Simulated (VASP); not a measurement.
Given:

```cif
data_Ni3Si
_chemical_formula_sum 'Si1 Ni3'
_space_group_name_H-M_alt 'Pm-3m'
_space_group_IT_number 221
_space_group_name_Hall '-P 4 2 3'
_cell_length_a 3.50357
_cell_length_b 3.50357
_cell_length_c 3.50357
_cell_angle_alpha 90.000
_cell_angle_beta 90.000
_cell_angle_gamma 90.000
loop_
_atom_site_label
_atom_site_type_symbol
_atom_site_symmetry_multiplicity
_atom_site_Wyckoff_symbol
_atom_site_fract_x
_atom_site_fract_y
_atom_site_fract_z
_atom_site_occupancy
Si1 Si 1 a 0.00000 0.00000 0.00000 1
Ni1 Ni 3 c 0.00000 0.50000 0.50000 1
```

These are PBE GGA, VASP's PBE PAW potentials (set 64) (plane waves; VASP) values and carry that method's errors. Run with 480 eV cut-off, 8×8×8 Γ-centred mesh, first-order Methfessel-Paxton smearing of 0.10 eV, potentials Si Ni.

Each relaxation starts from this cell; other phases were not tried.

Q: The cell is relaxed at 5 GPa. What happens?

A: The volume per atom goes from 10.75 to 10.54 Å³ (-2.0 %), and the cell becomes a = 3.480 Å, b = 3.480 Å, c = 3.480 Å, α = 90.00°, β = 90.00°, γ = 90.00°, space group Pm-3m.

Q: The cell is relaxed at 10 GPa. What happens?

A: The volume per atom goes from 10.75 to 10.33 Å³ (-3.9 %), and the cell becomes a = b = c = 3.4572 Å, α = β = γ = 90.00°, space group Pm-3m.

Failed runs are left out, and for metals the shear rows, which the mesh's noise covers.

The compound is Ni3Si in the L1_2 structure. The run is not spin-polarised, so no magnetic state was tried.
